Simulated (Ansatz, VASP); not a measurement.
## TiSn in two plane-wave programs

Wanted: the spread between two codes on one cell, functional and k mesh. The cell is generated by rule, not measured, and may not be a known phase. The cell is taken from a series of runs on this material, whose earlier steps may have relaxed, scaled, displaced or heated it; both programs get it as it stands.

Calculated with Ansatz 0.2.0; plane waves, with VASP 6.6.1 beside it; zone-centre phonons at PBE.

The structure was built from a prototype and need not be the compound's stable phase.

### 1. The structure

The structure is hexagonal, space group P6_3/mmc (No. 194). The conventional cell has a = 4.803 Å, b = 4.803 Å, c = 5.465 Å, α = 90.00°, β = 90.00°, γ = 120.00°. Ti has 5 Sn at 2.73 to 2.77 Å nearest. Sn has 5 Ti at 2.73 to 2.77 Å nearest. Farther neighbours are not listed.

Structure file:

```cif
data_structure
_symmetry_space_group_name_H-M 'P6_3/mmc'
_symmetry_Int_Tables_number 194
_cell_length_a 4.8030
_cell_length_b 4.8030
_cell_length_c 5.4646
_cell_angle_alpha 90.000
_cell_angle_beta 90.000
_cell_angle_gamma 120.000
_cell_volume 109.17
loop_
_atom_site_label
_atom_site_type_symbol
_atom_site_symmetry_multiplicity
_atom_site_Wyckoff_symbol
_atom_site_fract_x
_atom_site_fract_y
_atom_site_fract_z
_atom_site_occupancy
Ti1 Ti 2 d 0.33333 0.66667 0.75000 1
Sn1 Sn 2 c 0.33333 0.66667 0.25000 1
```

### 2. Ansatz: zone-centre phonons, PBE

Ansatz runs on its default PAW (the set named soft_2) files.

Second derivatives magnify differences that forces hide, and they need a tight electronic threshold.

Input file input.yaml:

```yaml
crystal:
  lattice:
    - [4.8029546905, 3.2201e-06, 0.0]
    - [-2.4014801339, 4.1594791652, 0.0]
    - [0.0, 0.0, 5.4645909251]
  atoms:
    - { symbol: Ti, position: [0.3333333333, 0.6666666667, -0.0625] }
    - { symbol: Ti, position: [0.6666666667, 0.3333333333, 0.4375] }
    - { symbol: Sn, position: [0.3333333333, 0.6666666667, 0.4375] }
    - { symbol: Sn, position: [0.6666666667, 0.3333333333, 0.9375] }
kpoints:
  mp_grid: { grid: [12, 12, 8] }
hamiltonian:
  xc: pbe
scf:
  occupations: { method: methfessel_paxton, width: 0.2 }
output:
  eigenvalues: true
phonons:
  method: dfpt
```

Launch:

```bash
$ ansatz run input.yaml --threads 4 --pin off --max-ram 7168MiB --backend cpu --events-out ev --progress --plain --runs-dir out
```

Numbers of over 12 decimals in the logs are rounded to 6 here.

The log of the run:

```text
Engine: ansatz 0.2.0, aarch64-unknown-linux-gnu
Pseudopotentials: kind: paw
Pseudopotential: Ti, paw, valence charge 12, recommended cutoff 420 eV (normal), Ti.paw.azcp
Pseudopotential: Sn, paw, valence charge 14, recommended cutoff 420 eV (normal), Sn.paw.azcp
Functional definition: PBE
  parameter kappa = 0.804
  parameter beta = 0.066725
  exchange = pbe_x(kappa = kappa, mu = beta*pi^2/3)
  correlation = pbe_c(beta = beta)
Crystal: 4 atoms, lattice volume = 109.170 Å³
Basis set: ecut = 420 eV, 2119 PW (Γ), exchange–correlation on 72×72×80 points (8 copies of the dense FFT grid, shifted against one another)
Bands: 32, of which v1, the nominal top of the filled ones, is band 26 counted from 1 (25 counted from 0)
Symmetry: 24 space group operations
k-points: 320 of 1152 (irreducible under 2 space group operations, time reversal used)
Non-local potential: Ti, projectors of the file, l = 0: 3, l = 1: 2, l = 2: 3, l = 3: 1
Non-local potential: Sn, projectors of the file, l = 0: 2, l = 1: 2, l = 2: 2, l = 3: 2
PAW form: soft (Blöchl's): semilocal exchange-correlation on the pseudo side does not see the compensation charge
PAW one-centre angular grid: Ti, 590 points (default); XC on 64 Gauss nodes
PAW one-centre angular grid: Sn, 590 points (default); XC on 64 Gauss nodes
Initial density: superposition of atomic densities (neutral atoms: chi_scale 0, normalization atom), corrected by the library's trained network
Initial wavefunctions: pseudopotential atomic-orbital guess
Functional: x = pbe(κ = 0.804, μ = 0.219515), c = pbe(β = 0.066725)
SCF iter   1: F=—  HF=-17046.841314 eV  |F-HF|=—  |Δ(HF+E_count)|=         —  Δρ=7.96e-3  dr2=8.63e-2  ethr=1.77e-3  ⟨swp⟩=5.8  Hψ=43019  notcnv=0
preconditioner: auto → LDOS  [metal: Δε(μ)=0.003 eV  Ē_g=13.882 eV  σ=0.200 eV  W_gap=0.01  n_scr=22 (ndim 8)  ℏωp=21.3 eV  f_vac=0.066  D(μ)=1.15/eV (n_scr^D=2)  β→1.0]
SCF iter   2: F=—  HF=-17046.863303 eV  |F-HF|=—  |Δ(HF+E_count)|=   2.20e-2  S|Δr|=    0.00e0  Δρ=1.21e-2  dr2=2.22e-1  ethr=1.66e-4  ⟨swp⟩=2.1  Hψ=22897  notcnv=0
SCF iter   3: F=—  HF=-17046.824913 eV  |F-HF|=—  |Δ(HF+E_count)|=   3.84e-2  S|Δr|=    0.00e0  Δρ=2.32e-3  dr2=6.96e-3  ethr=1.66e-4  ⟨swp⟩=2.0  Hψ=19675  notcnv=0
SCF iter   4: F=—  HF=-17046.823511 eV  |F-HF|=—  |Δ(HF+E_count)|=   1.40e-3  S|Δr|=    0.00e0  Δρ=2.67e-4  dr2=9.33e-5  ethr=1.34e-5  ⟨swp⟩=2.0  Hψ=11979  notcnv=0
SCF iter   5: F=—  HF=-17046.823518 eV  |F-HF|=—  |Δ(HF+E_count)|=   7.34e-6  S|Δr|=    0.00e0  Δρ=4.52e-5  dr2=2.23e-6  ethr=1.79e-7  ⟨swp⟩=2.0  Hψ=17715  notcnv=0
SCF iter   6: F=—  HF=-17046.823517 eV  |F-HF|=—  |Δ(HF+E_count)|=   1.14e-6  S|Δr|=    0.00e0  Δρ=1.02e-5  dr2=8.88e-8  ethr=4.29e-9  ⟨swp⟩=3.0  Hψ=19533  notcnv=0
SCF iter   7: F=—  HF=-17046.823517 eV  |F-HF|=—  |Δ(HF+E_count)|=   3.44e-9  S|Δr|=    0.00e0  Δρ=1.92e-6  dr2=3.62e-9  ethr=1.71e-10  ⟨swp⟩=2.2  Hψ=17420  notcnv=0
SCF iter   8: F=—  HF=-17046.823517 eV  |F-HF|=—  |Δ(HF+E_count)|=  2.73e-10  S|Δr|=    0.00e0  Δρ=2.25e-7  dr2=2.81e-11  ethr=6.97e-12  ⟨swp⟩=2.0  Hψ=16042  notcnv=0
SCF iter   9: F=-17046.823517 eV  HF=-17046.823517 eV  |F-HF|=7.28e-12  |Δ(HF+E_count)|=  5.09e-11  S|Δr|=    0.00e0  Δρ=2.96e-8  dr2=8.42e-13  ethr=1.00e-12  ⟨swp⟩=6.1  Hψ=43964  notcnv=0
SCF 1 converged in 9 iterations: F = -17046.823517 eV  dr2 = 8.42e-13
  greatest PAW one-centre occupation: 0.999 electrons in one spin orbital (limit 2), on the Ti atom at site 1 (counted from 0), in its partial waves of l = 0
DFPT response loops at Γ: preconditioner auto → Kerker (q_TF=auto, 2.411 Å⁻¹) (partly filled bands, converged f_vac=0.061); β = 1.00, the filter's whole step (`scf.mixing.beta` (0.50) is not read by the response loops under this deck's `scf.mixing.preconditioner`; to damp them name `kerker` or `kerker_dos`, under which they read `scf.mixing.beta`, and type it under 1.00, their step now; both keys bind the ground state too); Broyden in place of MSR1
SCF converged after 9 iterations
Stability not checked: this state was not tested for a lower state beside it, because cold or Methfessel-Paxton smearing, or corrected tetrahedra, fill the levels in a way that the test cannot read (fill_not_monotonic; see scf.lower_state_search)
Free energy (F): -17046.823517 eV
Harris-Foulkes:  -17046.823517 eV  (|F-HF|=7.28e-12)
Internal energy: -17046.831181 eV  (E = F + TS)
E sigma→0 (E₀):  -17046.825433 eV
Entropy (-TS):   0.007664 eV (1.916 meV/atom)
Fermi energy:    8.571985 eV
--- Per-component energies (eV) ---
  E_band       = -642.523556
  E_kinetic    = 917.410842
  E_local      = -4467.805189  (includes V_loc(G=0)·N_el)
  E_nonlocal   = -44.858953
  E_hartree    = 2221.895404
  E_xc         = -957.832787
  E_vxc        = -433.352370  (∫ρ·V_xc dr)
  E_paw        = -10371.162197  (= ΣΔE_a)
  E_vpaw       = -1057.708961  (= ΣTr[D̂ρ^β])
  E_aug_tail   = 0.000259  (compensation charges beyond the density's cutoff)
  E_ewald      = -4344.478559
  E_smearing   = 0.007664  (= −TS)
  E_closure    = -0.000000  (closes the sum)
  Σ components = -17046.823517   (vs F -17046.823517, Δ=0.00e0)
--- Band table (eV; the first three rows and the last of 320) ---
  k-point 0: bands = [... 22 lower, 7.0473, 7.5552, 7.5552, 8.7530, 8.7530, 9.2873, 9.7140, 9.7140, ... 2 higher]
  k-point 1: bands = [... 22 lower, 7.0321, 7.4749, 7.4749, 8.8553, 8.8553, 9.0555, 9.7290, 9.7290, ... 2 higher]
  k-point 2: bands = [... 22 lower, 7.0033, 7.3072, 7.3072, 8.4403, 9.0852, 9.0852, 9.7392, 9.7392, ... 2 higher]
  k-point 319: bands = [... 22 lower, 6.9568, 6.9568, 7.8378, 7.8378, 9.0243, 9.0243, 9.5239, 9.5239, ... 2 higher]
--- Phonons (Γ-DFPT): 4 representative perturbations + reference, on 320 of 1152 k-points (Σ response iterations 12) ---
  k mesh reduced under 2 symmetry operations, with k and −k counted as one. Each operation leaves every solved perturbation unchanged. A smaller set is not used because it would not reduce the number of displacements times k-points to solve
  ASR residual: 2.364e-5 → 0.000e0 eV/Å²; symmetrization residual: 1.665e-4 eV/Å²
  ASR residual per site (eV/Å²): 1.97e-5 1.97e-5 2.36e-5 2.36e-5
  Γ frequencies (cm⁻¹): 0.00 0.00 0.00 47.58 75.58 75.58 211.94 211.94 216.73 216.73 256.86 265.23
  non-analytic LO–TO correction: not included (Born effective charges unavailable; polar crystals: no LO–TO splitting at Γ)
```

[end of part 1 of 3]

[Lines on the potential files, build, host, timing and source positions are cut from VASP's logs without a mark.]

[Logs are printed without paths, hosts, clocks, repeated set-up lines and the standing remarks that a program may print on its own settings, such as how far it seeks lower states.]

[Hosts, paths, dates, database ids (printed as entryN), source tags and the programs' standing remarks are cut or masked in the printed files.]
